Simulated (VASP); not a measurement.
Calculation: RPBE GGA, VASP's PBE PAW potentials (set 64) (plane waves; VASP 6.6.1).

Input for VASP

### INCAR
```
# general
SYSTEM  = Cs
PREC    = Accurate
ENCUT   = 520
LREAL   = .FALSE.
LASPH   = .TRUE.

# electronic loop
EDIFF   = 1E-6
NELM    = 100
ALGO    = Normal
LMAXMIX = 4

# smearing
ISMEAR  = 1
SIGMA   = 0.1

# functional
GGA     = RP

# ions
IBRION  = 2
NSW     = 60
ISIF    = 3
EDIFFG  = -0.01

# output
LWAVE   = .FALSE.
LCHARG  = .FALSE.
```

### POSCAR
```
Cs
1.0
 -3.2019648257   3.2019648257   3.2019648257
  3.2019648257  -3.2019648257   3.2019648257
  3.2019648257   3.2019648257  -3.2019648257
Cs
1
direct
  1.0000000000   1.0000000000   1.0000000000
```

### KPOINTS
```
Automatic mesh
0
Gamma
7 7 7
0 0 0
```

POTCAR, in this order: Cs_sv (PBE.64 set). Program: vasp_std.

What VASP printed:

### OUTCAR
```
 ion  position               nearest neighbor table
   1  0.000  0.000  0.000-
  LATTYP: Found a body centered cubic cell.
 ALAT       =     6.4039296514
 Subroutine PRICEL returns:
 Original cell was already a primitive cell.
 Subroutine GETGRP returns: Found 48 space group operations
The static configuration has the point symmetry O_h .
The dynamic configuration has the point symmetry O_h .
 Subroutine INISYM returns: Found 48 space group operations
 Subroutine IBZKPT returns following result:
 Found     20 irreducible k-points:

 Following reciprocal coordinates:
            Coordinates               Weight
  0.000000  0.000000  0.000000      1.000000
  0.142857  0.000000  0.000000     12.000000
  0.285714  0.000000  0.000000     12.000000
  0.428571  0.000000  0.000000     12.000000
  0.142857  0.142857  0.000000     24.000000
  0.285714  0.142857 -0.000000     48.000000
  0.428571  0.142857  0.000000     24.000000
  0.285714  0.285714  0.000000     24.000000
  0.142857  0.142857  0.142857      8.000000
  0.285714  0.142857  0.142857     24.000000
 -0.142857  0.142857  0.142857      6.000000
  0.285714  0.285714  0.142857      8.000000
 -0.285714  0.285714  0.142857     24.000000
 -0.428571  0.428571  0.142857     24.000000
 -0.285714  0.428571  0.142857     24.000000
 -0.428571 -0.428571  0.142857     24.000000
 -0.285714  0.285714  0.285714      6.000000
 -0.428571  0.428571  0.285714     24.000000
 -0.428571 -0.428571  0.285714      8.000000
 -0.428571  0.428571  0.428571      6.000000
   k-points           NKPTS =     20   k-points in BZ     NKDIM =     20   number of bands    NBANDS=      8
   number of dos      NEDOS =    301   number of ions     NIONS =      1
   total plane-waves  NPLWV =  74088
   dimension x,y,z NGX =    42 NGY =   42 NGZ =   42
   dimension x,y,z NGXF=    84 NGYF=   84 NGZF=   84
...
```

**OSZICAR**
```
       N       E                     dE             d eps       ncg     rms          rms(c)
DAV:   1     0.567016457574E+02    0.56702E+02   -0.28028E+03   320   0.753E+02
DAV:   2     0.454621989243E+01   -0.52155E+02   -0.51762E+02   448   0.123E+02
DAV:   3    -0.654939943053E+00   -0.52012E+01   -0.52010E+01   336   0.472E+01
DAV:   4    -0.730699714152E+00   -0.75760E-01   -0.75759E-01   560   0.689E+00
DAV:   5    -0.730779953856E+00   -0.80240E-04   -0.80240E-04   408   0.167E-01    0.180E-01
DAV:   6    -0.735065753107E+00   -0.42858E-02   -0.20657E-03   496   0.281E-01    0.126E-01
DAV:   7    -0.739417329755E+00   -0.43516E-02   -0.80294E-03   336   0.614E-01    0.324E-02
DAV:   8    -0.739475683513E+00   -0.58354E-04   -0.16132E-04   552   0.997E-02    0.704E-03
DAV:   9    -0.739481540338E+00   -0.58568E-05   -0.95714E-06   504   0.231E-02    0.316E-03
DAV:  10    -0.739481490215E+00    0.50123E-07   -0.23300E-06   504   0.997E-03
   1 F= -.73948149E+00 E0= -.73913207E+00  d E =-.739481E+00
```

OUTCAR:
```
------------------------ aborting loop because EDIFF is reached ----------------------------------------
  FORCE on cell =-STRESS in cart. coord.  units (eV):
  Direction    XX          YY          ZZ          XY          YZ          ZX
  --------------------------------------------------------------------------------------
  Total       -0.0017976     -0.0017976     -0.0017976      0.0000000      0.0000000     -0.0000000
  in kB       -0.0219332     -0.0219332     -0.0219332      0.0000000      0.0000000     -0.0000000
  external PRESSURE =      -0.0219332 kB  Pullay stress =       0.0000000 kB
  volume of cell :      131.31
      direct lattice vectors                 reciprocal lattice vectors
    -3.201964826  3.201964826  3.201964826     0.000000000  0.156154120  0.156154120
     3.201964826 -3.201964826  3.201964826     0.156154120  0.000000000  0.156154120
     3.201964826  3.201964826 -3.201964826     0.156154120  0.156154120  0.000000000
 POSITION                                       TOTAL-FORCE (eV/Angst)
 -----------------------------------------------------------------------------------
      0.00000      0.00000      0.00000         0.000000     -0.000000      0.000000
 -----------------------------------------------------------------------------------
    total drift:                                0.000000      0.000000      0.000000
  FREE ENERGIE OF THE ION-ELECTRON SYSTEM (eV)
  ---------------------------------------------------
  free  energy   TOTEN  =        -0.7394814902 eV

  energy  without entropy=       -0.7384332232  energy(sigma->0) =       -0.73913207

 reached required accuracy - stopping structural energy minimisation
```
(Selected blocks of OUTCAR.)

The compound is Cs in the bcc structure. It was relaxed first, which changed the volume by +16 %. The start is the result of an earlier pass.
